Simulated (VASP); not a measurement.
Consider the following.

```yaml
crystal:
  lattice:
    - [0.00000, 3.06162, 3.06162]
    - [3.06162, 0.00000, 3.06162]
    - [3.06162, 3.06162, 0.00000]
  atoms:
    - { symbol: Cd, position: [0.00000, 0.00000, 0.00000] }
    - { symbol: Se, position: [0.25000, 0.25000, 0.25000] }
```

The numbers are results of PBE GGA with D3 dispersion (Becke-Johnson damping), VASP's PBE PAW potentials (set 64) (plane waves; VASP), not measurements. Settings: 520 eV cut-off, 8×8×8 Γ-centred mesh, Gaussian smearing of 0.050 eV, potentials Cd Se.

Question: What does the run give for the energy per atom (σ→0), band gap (on the k-mesh) with the smallest direct gap where there is one?

Answer: 
The band gap (on the k-mesh) is 0.57 eV. The smallest direct gap (on the k-mesh) is 0.57 eV. The energy per atom (σ→0) comes out as -294.7 kJ/mol-atom.

Only differences to runs with the same potentials and settings are physical.

The compound is CdSe in the zinc blende structure, whereas wurtzite is the usual form. It was relaxed first.
